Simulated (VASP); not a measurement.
OSZICAR of a VASP run on CuAu (L1_0):

**OSZICAR**
```
       N       E                     dE             d eps       ncg     rms          rms(c)
DAV:   1     0.136937468381E+03    0.13694E+03   -0.11428E+04  6655   0.208E+03
DAV:   2    -0.290683778859E+01   -0.13984E+03   -0.13344E+03  6669   0.341E+02
DAV:   3    -0.797739554138E+01   -0.50706E+01   -0.50090E+01  8068   0.754E+01
DAV:   4    -0.802982942547E+01   -0.52434E-01   -0.52359E-01  7410   0.657E+00
DAV:   5    -0.803137255252E+01   -0.15431E-02   -0.15433E-02  9616   0.123E+00    0.108E+01
DAV:   6    -0.750475088040E+01    0.52662E+00   -0.84390E+00  6612   0.841E+01    0.539E+00
DAV:   7    -0.712761241205E+01    0.37714E+00   -0.30751E+00  8051   0.893E+01    0.539E+00
DAV:   8    -0.707453456657E+01    0.53078E-01   -0.24126E-01  8932   0.129E+01    0.266E+00
DAV:   9    -0.706673512768E+01    0.77994E-02   -0.20919E-02 10028   0.350E+00    0.140E-01
DAV:  10    -0.706664564689E+01    0.89481E-04   -0.32034E-03  9233   0.773E-01    0.850E-02
DAV:  11    -0.706658131911E+01    0.64328E-04   -0.84580E-05  9810   0.197E-01    0.296E-02
DAV:  12    -0.706659578556E+01   -0.14466E-04   -0.13676E-05  9982   0.120E-01    0.260E-03
DAV:  13    -0.706659818066E+01   -0.23951E-05   -0.45688E-07  7657   0.776E-03    0.128E-03
DAV:  14    -0.706659628640E+01    0.18943E-05   -0.10381E-07  4325   0.115E-02    0.823E-04
DAV:  15    -0.706659713057E+01   -0.84417E-06   -0.24844E-08  3884   0.547E-03    0.141E-04
DAV:  16    -0.706659698375E+01    0.14682E-06   -0.61120E-09  3884   0.119E-03    0.551E-05
DAV:  17    -0.706659702367E+01   -0.39919E-07   -0.24707E-09  3639   0.115E-03
   1 F= -.70665970E+01 E0= -.70665970E+01  d E =0.000000E+00
```

### Question
Which electronic solver shows in the log?

### Answer
It is blocked Davidson (ALGO = Normal, or the opening steps of other solvers). The INCAR had ALGO = Normal.

### Question
Can the final energy be trusted as converged?

### Answer
The run converged. It stopped with EDIFF = 1E-7, NELM = 100 (PBE GGA, plane waves, VASP's PBE PAW potentials (set 64)).

The compound is CuAu in the L1_0 structure. It was relaxed first.
